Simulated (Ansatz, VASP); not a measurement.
# SbRh3C (Rh3SbC antiperovskite) in two plane-wave programs, part 2 of 3

One calculation is typed for both programs; each brings its own data sets. How far apart do they land? The cell is generated by rule, not measured, and may not be a known phase. The cell is taken from a series of runs on this material, whose earlier steps may have relaxed, scaled, displaced or heated it; both programs get it as it stands.

VASP 6.6.1 and Ansatz 0.2.0.

So far: Starting point; VASP: zone-centre phonons, PBE.

### 2. VASP: zone-centre phonons, PBE (continued)

Level of this step: PBE; plane waves and PAW (Sb, Rh_pv, C); invented cell (VASP).

From OUTCAR (step 2):

```text
ion  position               nearest neighbor table
   1  0.000  0.000  0.000-   2 2.94   3 2.94   4 2.94   3 2.94   4 2.94   2 2.94   4 2.94   4 2.94
                             2 2.94   3 2.94   3 2.94   2 2.94
   2  0.500  0.500  0.000-   5 2.08   5 2.08   4 2.94   1 2.94   3 2.94   4 2.94   3 2.94   1 2.94
                             3 2.94   3 2.94   1 2.94   4 2.94   4 2.94   1 2.94
   3  0.500  0.000  0.500-   5 2.08   5 2.08   4 2.94   1 2.94   1 2.94   2 2.94   2 2.94   4 2.94
                             2 2.94   2 2.94   1 2.94   4 2.94   1 2.94   4 2.94
   4  0.000  0.500  0.500-   5 2.08   5 2.08   3 2.94   1 2.94   1 2.94   2 2.94   1 2.94   3 2.94
                             1 2.94   2 2.94   3 2.94   2 2.94   2 2.94   3 2.94
   5  0.500  0.500  0.500-   2 2.08   3 2.08   4 2.08   2 2.08   3 2.08   4 2.08

  LATTYP: Found a simple cubic cell.
 ALAT       =     4.1582120545

 Subroutine GETGRP returns: Found 48 space group operations
 (whereof 48 operations were pure point group operations)

The static configuration has the point symmetry O_h .

 Found     10 irreducible k-points:

   k-points           NKPTS =     10   k-points in BZ     NKDIM =     10   number of bands    NBANDS=     33

   dimension x,y,z NGX =    36 NGY =   36 NGZ =   36
   dimension x,y,z NGXF=    72 NGYF=   72 NGZF=   72

   ENCUT  =  600.0 eV  44.10 Ry    6.64 a.u.   8.30  8.30  8.30*2*pi/ulx,y,z

   NELECT =      54.0000    total number of electrons

 k-points in reciprocal lattice and weights: Automatic mesh
   0.00000000  0.00000000  0.00000000       0.016
   0.25000000  0.00000000  0.00000000       0.094
   0.50000000  0.00000000  0.00000000       0.047
   0.25000000  0.25000000  0.00000000       0.188
   0.50000000  0.25000000  0.00000000       0.188
   0.50000000  0.50000000  0.00000000       0.047
   0.25000000  0.25000000  0.25000000       0.125
   0.50000000  0.25000000  0.25000000       0.188
   0.50000000  0.50000000  0.25000000       0.094
   0.50000000  0.50000000  0.50000000       0.016

 average (electrostatic) potential at core
       1 -82.5280       2 -71.3659       3 -71.3659       4 -71.3659       5 -45.1258

  Total       -0.2732626     -0.2732626     -0.2732626      0.0000000     -0.0000000      0.0000000
  in kB       -6.0893502     -6.0893502     -6.0893502      0.0000000     -0.0000000      0.0000000
  external PRESSURE =      -6.0893502 kB  Pullay stress =       0.0000000 kB

  energy-cutoff  :      600.00
  volume of cell :       71.90
      direct lattice vectors                 reciprocal lattice vectors
     4.158212054  0.000000000  0.000000000     0.240487976  0.000000000  0.000000000
     0.000000000  4.158212054  0.000000000     0.000000000  0.240487976  0.000000000
     0.000000000  0.000000000  4.158212054     0.000000000  0.000000000  0.240487976

 POSITION                                       TOTAL-FORCE (eV/Angst)
 -----------------------------------------------------------------------------------
      0.00000      0.00000      0.00000         0.000000      0.000000      0.000000
      2.07911      2.07911      0.00000         0.000000      0.000000      0.000000
      2.07911      0.00000      2.07911         0.000000      0.000000      0.000000
      0.00000      2.07911      2.07911         0.000000      0.000000      0.000000
      2.07911      2.07911      2.07911         0.000000      0.000000      0.000000
 -----------------------------------------------------------------------------------
    total drift:                                0.000000      0.000000      0.000000

 Eigenvectors and eigenvalues of the dynamical matrix
 ----------------------------------------------------

   1 f  =    8.316099 THz    52.251589 2PiTHz  277.395191 cm-1    34.392605 meV
             X         Y         Z           dx          dy          dz
      0.000000  0.000000  0.000000    -0.010732    0.102753    0.000000
      2.079106  2.079106  0.000000     0.017533   -0.167873   -0.000000
      2.079106  0.000000  2.079106     0.017533    0.502965    0.000000
      0.000000  2.079106  2.079106    -0.052532   -0.167873    0.000000
      2.079106  2.079106  2.079106     0.085448   -0.818116    0.000000

   2 f  =    8.316099 THz    52.251589 2PiTHz  277.395191 cm-1    34.392605 meV
             X         Y         Z           dx          dy          dz
      0.000000  0.000000  0.000000    -0.102753   -0.010732    0.000000
      2.079106  2.079106  0.000000     0.167873    0.017533   -0.000000
      2.079106  0.000000  2.079106     0.167873   -0.052532   -0.000000
      0.000000  2.079106  2.079106    -0.502965    0.017533    0.000000
      2.079106  2.079106  2.079106     0.818116    0.085448    0.000000

   3 f  =    8.316099 THz    52.251589 2PiTHz  277.395191 cm-1    34.392605 meV
             X         Y         Z           dx          dy          dz
      0.000000  0.000000  0.000000     0.000000   -0.000000   -0.103312
      2.079106  2.079106  0.000000    -0.000000    0.000000   -0.505701
      2.079106  0.000000  2.079106    -0.000000   -0.000000    0.168786
      0.000000  2.079106  2.079106     0.000000    0.000000    0.168786
      2.079106  2.079106  2.079106    -0.000000    0.000000    0.822566

   4 f  =    1.888273 THz    11.864367 2PiTHz   62.985995 cm-1     7.809265 meV
             X         Y         Z           dx          dy          dz
      0.000000  0.000000  0.000000    -0.333407   -0.763184   -0.027650
      2.079106  2.079106  0.000000     0.081765    0.187165    0.015315
      2.079106  0.000000  2.079106     0.081765    0.422722    0.006781
      0.000000  2.079106  2.079106     0.184672    0.187165    0.006781
      2.079106  2.079106  2.079106     0.038103    0.087219    0.003160

   5 f  =    1.888273 THz    11.864367 2PiTHz   62.985995 cm-1     7.809265 meV
             X         Y         Z           dx          dy          dz
      0.000000  0.000000  0.000000     0.758435   -0.334430    0.085492
      2.079106  2.079106  0.000000    -0.186000    0.082016   -0.047353
      2.079106  0.000000  2.079106    -0.186000    0.185238   -0.020966
      0.000000  2.079106  2.079106    -0.420091    0.082016   -0.020966
      2.079106  2.079106  2.079106    -0.086676    0.038220   -0.009770

   6 f  =    1.888273 THz    11.864367 2PiTHz   62.985995 cm-1     7.809265 meV
             X         Y         Z           dx          dy          dz
      0.000000  0.000000  0.000000     0.089396   -0.009040   -0.828433
      2.079106  2.079106  0.000000    -0.021924    0.002217    0.458863
      2.079106  0.000000  2.079106    -0.021924    0.005007    0.203166
      0.000000  2.079106  2.079106    -0.049516    0.002217    0.203166
      2.079106  2.079106  2.079106    -0.010216    0.001033    0.094676

   7 f/i=    0.002384 THz     0.014979 2PiTHz    0.079521 cm-1     0.009859 meV
             X         Y         Z           dx          dy          dz
      0.000000  0.000000  0.000000    -0.069324   -0.518592   -0.007127
      2.079106  2.079106  0.000000    -0.063887   -0.477923   -0.006587
      2.079106  0.000000  2.079106    -0.063887   -0.479291   -0.006568
      0.000000  2.079106  2.079106    -0.064070   -0.477923   -0.006568
      2.079106  2.079106  2.079106    -0.021878   -0.163660   -0.002249

   8 f/i=    0.002384 THz     0.014979 2PiTHz    0.079521 cm-1     0.009859 meV
             X         Y         Z           dx          dy          dz
      0.000000  0.000000  0.000000     0.508048   -0.066456   -0.106138
      2.079106  2.079106  0.000000     0.468205   -0.061244   -0.098095
      2.079106  0.000000  2.079106     0.468205   -0.061419   -0.097815
      0.000000  2.079106  2.079106     0.469546   -0.061244   -0.097815
      2.079106  2.079106  2.079106     0.160332   -0.020972   -0.033496

   9 f/i=    0.002384 THz     0.014979 2PiTHz    0.079521 cm-1     0.009859 meV
             X         Y         Z           dx          dy          dz
      0.000000  0.000000  0.000000    -0.104287    0.020982   -0.512326
      2.079106  2.079106  0.000000    -0.096109    0.019337   -0.473500
      2.079106  0.000000  2.079106    -0.096109    0.019392   -0.472148
      0.000000  2.079106  2.079106    -0.096384    0.019337   -0.472148
      2.079106  2.079106  2.079106    -0.032912    0.006622   -0.161682

  10 f/i=    1.365793 THz     8.581533 2PiTHz   45.557961 cm-1     5.648465 meV
             X         Y         Z           dx          dy          dz
      0.000000  0.000000  0.000000    -0.000000    0.000000   -0.000000
      2.079106  2.079106  0.000000     0.072589    0.528647    0.000000
      2.079106  0.000000  2.079106    -0.072589    0.000000    0.463964
      0.000000  2.079106  2.079106    -0.000000   -0.528647   -0.463964
      2.079106  2.079106  2.079106    -0.000000    0.000000   -0.000000

  11 f/i=    1.365793 THz     8.581533 2PiTHz   45.557961 cm-1     5.648465 meV
             X         Y         Z           dx          dy          dz
      0.000000  0.000000  0.000000    -0.000000   -0.000000   -0.000000
      2.079106  2.079106  0.000000    -0.701849    0.023768    0.000000
      2.079106  0.000000  2.079106     0.701849   -0.000000    0.082724
      0.000000  2.079106  2.079106    -0.000000   -0.023768   -0.082724
      2.079106  2.079106  2.079106    -0.000000    0.000000    0.000000

  12 f/i=    1.365793 THz     8.581533 2PiTHz   45.557961 cm-1     5.648465 meV
             X         Y         Z           dx          dy          dz
      0.000000  0.000000  0.000000     0.000000    0.000000    0.000000
      2.079106  2.079106  0.000000    -0.046251    0.469006   -0.000000
      2.079106  0.000000  2.079106     0.046251    0.000000   -0.527156
      0.000000  2.079106  2.079106     0.000000   -0.469006    0.527156
      2.079106  2.079106  2.079106     0.000000   -0.000000   -0.000000

  13 f/i=    3.924806 THz    24.660284 2PiTHz  130.917437 cm-1    16.231686 meV
             X         Y         Z           dx          dy          dz
      0.000000  0.000000  0.000000     0.010688   -0.144426   -0.013580
      2.079106  2.079106  0.000000    -0.032630    0.440943   -0.050913
      2.079106  0.000000  2.079106    -0.032630   -0.541451    0.041462
      0.000000  2.079106  2.079106     0.040068    0.440943    0.041462
      2.079106  2.079106  2.079106     0.039367   -0.531973   -0.050022

  14 f/i=    3.924806 THz    24.660284 2PiTHz  130.917437 cm-1    16.231686 meV
             X         Y         Z           dx          dy          dz
      0.000000  0.000000  0.000000     0.002783    0.013819   -0.144771
      2.079106  2.079106  0.000000    -0.008496   -0.042190   -0.542746
      2.079106  0.000000  2.079106    -0.008496    0.051807    0.441998
      0.000000  2.079106  2.079106     0.010433   -0.042190    0.441998
      2.079106  2.079106  2.079106     0.010251    0.050900   -0.533246

  15 f/i=    3.924806 THz    24.660284 2PiTHz  130.917437 cm-1    16.231686 meV
             X         Y         Z           dx          dy          dz
      0.000000  0.000000  0.000000     0.145036    0.010378    0.003779
      2.079106  2.079106  0.000000    -0.442806   -0.031684    0.014166
      2.079106  0.000000  2.079106    -0.442806    0.038905   -0.011536
      0.000000  2.079106  2.079106     0.543739   -0.031684   -0.011536
      2.079106  2.079106  2.079106     0.534222    0.038224    0.013918

 ELASTIC MODULI CONTR FROM IONIC RELAXATION (kBar)
 Direction    XX          YY          ZZ          XY          YZ          ZX
 --------------------------------------------------------------------------------
 XX           0.0000      0.0000      0.0000      0.0000      0.0000      0.0000
 YY           0.0000      0.0000      0.0000      0.0000      0.0000      0.0000
 ZZ           0.0000      0.0000      0.0000      0.0000      0.0000      0.0000
 XY           0.0000      0.0000      0.0000      0.0000      0.0000      0.0000
 YZ           0.0000      0.0000      0.0000      0.0000      0.0000      0.0000
 ZX           0.0000      0.0000      0.0000      0.0000      0.0000      0.0000
 --------------------------------------------------------------------------------
```

(Part 2 of 3 ends here.)

[Lines on the potential files, build, host, timing and source positions are cut from VASP's logs without a mark.]

[Logs are printed without paths, hosts, clocks, repeated set-up lines and the standing remarks that a program may print on its own settings, such as how far it seeks lower states.]

[Hosts, paths, dates, database ids (printed as entryN), source tags and the programs' standing remarks are cut or masked in the printed files.]
